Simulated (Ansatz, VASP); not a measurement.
## Two plane-wave programs on LiMgF3

```
CELL_PARAMETERS angstrom
3.52920 0.00000 0.00000
0.00000 3.52920 0.00000
0.00000 0.00000 3.52920
ATOMIC_POSITIONS crystal
Li 0.50000 0.50000 0.50000
Mg 0.00000 0.00000 0.00000
F 0.00000 0.50000 0.50000
F 0.50000 0.50000 0.00000
F 0.50000 0.00000 0.50000
```

The cell comes from a database or a generator and needn't be the stable form of this composition.

Alike in both runs: task relaxation of cell and atoms; functional PBEsol; k mesh 6 × 6 × 6; occupations gaussian, width 0.02 eV; no spin polarisation.

|  | VASP | Ansatz |
| --- | --- | --- |
| version | VASP 6.6.1 | Ansatz 0.2.0 |
| potentials or method | VASP PAW PBE potentials, release 64 (Li_sv, Mg, F) | scalar-relativistic, plane waves, PAW |
| plane-wave cutoff (eV) | 600 | 420 |
| valence electrons in the cell | 26 | 34 |

VASP gave:

- gap on the k mesh at the Fermi level, each at its own relaxed structure (eV): 3.71
- relaxed volume (Å³/atom): 9.15
- relaxed cell length with the largest relative difference (Å): 3.577
- energy change over the relaxation (meV/atom): -4

Question: What did Ansatz give for the same quantities?

Answer: gap on the k mesh at the Fermi level, each at its own relaxed structure (eV): 3.74; relaxed volume (Å³/atom): 9.18; relaxed cell length with the largest relative difference (Å): 3.581; energy change over the relaxation (meV/atom): -5.

The two sets of potentials don't hold the same shells in valence.

Caveats: the cutoff is under 1.25 times the usual one of these potentials, so pressure, stress and relaxed cells hold a basis-set (Pulay) error (VASP); the PAW data sets were made with another functional, which shifts forces and pressure a little (VASP). A k mesh can miss the band edges. As with any semilocal functional, this PBEsol gap is likely too small.
